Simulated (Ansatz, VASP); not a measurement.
**Two plane-wave programs on MgC18**

```
C Mg
1.0
     7.39800    0.00000    0.00000
    -3.69900    6.40686    0.00000
     0.00000    0.00000   11.00000
C Mg
18 1
Direct
  0.00206 0.00037 0.08427
  0.22350 0.11110 0.08415
  0.00080 0.33365 0.08473
  0.22475 0.44563 0.08470
  0.00205 0.66820 0.08426
  0.22350 0.77891 0.08414
  0.33424 0.00037 0.08409
  0.55816 0.11234 0.08448
  0.33547 0.33503 0.08453
  0.55679 0.44564 0.08472
  0.33547 0.66696 0.08452
  0.55679 0.77766 0.08472
  0.66878 0.00163 0.08470
  0.89009 0.11234 0.08463
  0.66878 0.33366 0.08470
  0.89009 0.44427 0.08462
  0.66740 0.66696 0.08467
  0.89134 0.77892 0.08433
  0.13008 0.89750 0.38268
```

Alike in both runs: functional PBE; dispersion D3(BJ); k mesh 2 × 2 × 1; occupations fermi-dirac, width 0.05 eV; no spin polarisation.

Ansatz relaxed the structure, and its values are those at the end. VASP's run is a single point on that final structure, the one shown.

```csv
,VASP,Ansatz
version,VASP 6.6.1,Ansatz 0.2.0
potentials or method,"VASP PAW PBE potentials, release 64 (C, Mg)","scalar-relativistic, plane waves, PAW"
plane-wave cutoff (eV),520,420
valence electrons in the cell,74,82
```

Ansatz gave:

- rms of the force components (eV/Å): 0.004
- dispersion energy (meV/atom): -100.0

Task: What did VASP give for the same quantities?

Result: rms of the force components (eV/Å): 0.007; dispersion energy (meV/atom): -100.0.

The two sets of potentials don't hold the same shells in valence. Ansatz warned: «dispersion_switch_in_reach».

Caveats: the k mesh is coarse (spacing up to 0.49 Å⁻¹), so the values aren't converged. Expect the measured gap to be larger: semilocal functionals such as PBE lack the derivative discontinuity.
